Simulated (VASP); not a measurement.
Zn2Ga2O3:

```
Zn Ga O
1.0
    -2.88348    2.88348    3.47665
     2.88348   -2.88348    3.47665
     2.88348    2.88348   -3.47665
Zn Ga O
2 2 3
Direct
  0.75000 0.25000 0.50000
  0.25000 0.75000 0.50000
  0.29017 0.29017 0.00000
  0.70983 0.70983 0.00000
  0.50000 0.00000 0.50000
  0.00000 0.50000 0.50000
  0.00000 0.00000 0.00000
```

The cell was built by a generator and needn't be a form met in nature.

| Quantity | Value |
| --- | --- |
| Program | VASP 6.6.1 |
| Task | relaxation of cell and atoms |
| Functional | PBE |
| Potentials or basis | VASP PAW PBE potentials, release 64 (Zn, Ga_d, O) |
| Cutoff | 520 eV |
| k mesh | 4 × 4 × 4 |
| Occupations | gaussian, width 0.15 eV |
| Spin | no spin polarisation |

At the start: pressure 3.4 GPa; volume 16.52 Å³/atom.

Task: How do energy, volume and symmetry change on relaxing?

Result: Over 14 steps the energy falls by 168.4 meV/atom and the volume is 21.33 Å³/atom (+29.1 %); space group I4/mmm (No. 139, to 0.05 Å).

The path:
| step | energy change (eV) | largest force (eV/Å) | pressure (GPa) | volume (Å³) |
| --- | --- | --- | --- | --- |
| 1 | 0.0000 | 1.8622 | 3.36 | 115.63 |
| 2 | -0.5559 | 1.1116 | 6.60 | 121.39 |
| 3 | -0.6218 | 0.0426 | 9.50 | 124.92 |
| 4 | -0.8016 | 0.3075 | 7.76 | 129.52 |
| 5 | -1.0181 | 1.2243 | 5.41 | 140.31 |
| 6 | -1.0253 | 1.7689 | 4.16 | 145.59 |
| 7 | -1.1558 | 0.5675 | 0.77 | 147.44 |
| 8 | -1.1635 | 0.3068 | -0.01 | 147.94 |
| 9 | -1.1637 | 0.3042 | -0.09 | 147.99 |
| 10 | -1.1636 | 0.2480 | -0.09 | 148.10 |
| 11 | -1.1637 | 0.3127 | 0.15 | 148.04 |
| 12 | -1.1676 | 0.2246 | -0.01 | 148.20 |
| 13 | -1.1745 | 0.1084 | 0.04 | 148.56 |
| 14 | -1.1786 | 0.0759 | 0.22 | 149.28 |

Final structure:
```
CELL_PARAMETERS angstrom
-3.26458 3.26458 3.50188
3.26458 -3.26458 3.50188
3.26458 3.26458 -3.50188
ATOMIC_POSITIONS crystal
Zn 0.75000 0.25000 0.50000
Zn 0.25000 0.75000 0.50000
Ga 0.25833 0.25833 0.00000
Ga 0.74167 0.74167 0.00000
O 0.50000 0.00000 0.50000
O 0.00000 0.50000 0.50000
O 0.00000 0.00000 0.00000
```

Caveat: the volume moved by over 15 % at a fixed basis, so the end points are rough.
